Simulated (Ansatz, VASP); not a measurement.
SrCd: VASP beside Ansatz

```
CELL_PARAMETERS angstrom
4.00300 0.00000 0.00000
0.00000 4.00300 0.00000
0.00000 0.00000 4.08306
ATOMIC_POSITIONS crystal
Sr 0.50000 0.50000 0.50000
Cd 0.00000 0.00000 0.00000
```

Change from the starting cell: zz strain of +2 %.

Alike in both runs: task single point; functional LDA; k mesh 10 × 10 × 10; occupations fermi-dirac, width 0.08 eV; no spin polarisation.

|  | VASP | Ansatz |
| --- | --- | --- |
| version | VASP 6.6.1 | Ansatz 0.2.0 |
| potentials or method | VASP PAW LDA potentials, release 64 (Sr_sv, Cd), cutoff 520 eV | all-electron LAPW, scalar-relativistic |

VASP gave:

| Item | Value |
| --- | --- |
| pressure (GPa) | -2.4 |
| largest component of the traceless stress (GPa) | 0.36 |

**Question.** What did Ansatz give for the same quantities?

**Answer.** Pressure (GPa): -2.5; largest component of the traceless stress (GPa): 0.37.

Ansatz ran all-electron here, so the differences hold the error of VASP's frozen core and of both bases.
